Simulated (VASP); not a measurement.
An input for Ansatz (written as the equivalent of a VASP run, and not itself run):

Ansatz 0.2 input:
```yaml
crystal:
  lattice:
    - [3.4379764, 0.0000000, 0.0000000]
    - [-1.7189882, 2.9773748, 0.0000000]
    - [0.0000000, 0.0000000, 6.3027392]
  atoms:
    - { symbol: Sn, position: [0.0000000, 0.0000000, 0.0000000] }
    - { symbol: Sn, position: [0.0000000, 0.0000000, 0.5000000] }
    - { symbol: O, position: [0.3333330, 0.6666670, 0.2500000] }
    - { symbol: O, position: [0.6666670, 0.3333330, 0.7500000] }
kpoints:
  mp_grid: { grid: [9, 9, 5] }
hamiltonian:
  xc: pbe
  pseudopotentials: { kind: paw }
scf:
  occupations: { method: methfessel_paxton, width: 0.1 }
  max_iter: 100
relax:
  max_steps: 60
  f_tol: 0.02
  cell: {}
output: { forces: true, stress: true, eigenvalues: true }
```

**Question.** Translate this input to VASP (INCAR, KPOINTS, POSCAR, choice of POTCAR).

**Answer.** One answer among several that fit: 
### POSCAR
```
SnO
1
    3.4379764199     0.0000000000     0.0000000000
   -1.7189882100     2.9773747603    -0.0000000000
    0.0000000000    -0.0000000000     6.3027392284
Sn O
2 2
Direct
  0.0000000000   0.0000000000   0.0000000000
  0.0000000000   0.0000000000   0.5000000000
  0.3333330000   0.6666670000   0.2500000000
  0.6666670000   0.3333330000   0.7500000000
```

File KPOINTS:
```
Automatic mesh
0
Gamma
9 9 5
0 0 0
```

**INCAR**
```
SYSTEM = SnO
PREC = Accurate
ENCUT = 520
EDIFF = 1E-6
NELM = 100
ALGO = Normal
LREAL = .FALSE.
LASPH = .TRUE.
ISMEAR = 1
SIGMA = 0.1
GGA = PE
LMAXMIX = 4
LWAVE = .FALSE.
LCHARG = .FALSE.
IBRION = 2
ISIF = 3
NSW = 60
EDIFFG = -0.02
```

POTCAR, in this order: Sn_d O (PBE.64 set). Program: vasp_std.

Limits of the translation: each code has its own PAW files, so the cut-off isn't converted (ENCUT is set for VASP's; basis.ecutwfc is left out, and Ansatz then takes the one that its files recommend); Ansatz stops its SCF on the density residual and VASP on the energy change (EDIFF).

The structure was generated: SnO was put into the NiAs type type (P6_3/mmc), which need not be its known phase. This run relaxes it. Symmetry was kept, so distortions that lower it aren't found. The start is the result of an earlier pass.
